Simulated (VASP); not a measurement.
```
AlZr
1.0
    0.00000     2.78593     2.78593
    2.78593     0.00000     2.78593
    2.78593     2.78593     0.00000
Zr Al
1 1
Direct
  0.00000   0.00000   0.00000
  0.50000   0.50000   0.50000
```

These are PBE GGA, VASP's PBE PAW potentials (set 64) (plane waves; VASP) values and carry that method's errors. Run with 400 eV cut-off, Gaussian smearing of 0.050 eV, potentials Zr_sv Al.

### Question
Give the energies of bands 5 to 10 at the high-symmetry points, in eV from the Fermi level.

### Answer

```csv
band,Γ,X,U,L,W
5,-7.18,-4.69,-4.20,-3.77,-4.10
6,0.62,-1.34,-1.75,-3.44,-1.36
7,0.62,-1.13,-1.36,-0.67,-1.36
8,0.62,2.14,0.30,-0.67,-0.69
9,1.19,2.18,1.69,2.89,3.09
10,1.19,2.18,3.03,2.89,3.27
```

It has no gap at this level: it comes out as a metal or semimetal.

The structure was generated: ZrAl was put into the rock salt type (Fm-3m), which need not be its known phase. It was relaxed first, which changed the volume by -34 %. The electron count is odd and the run is not spin-polarised, which forces a metal.
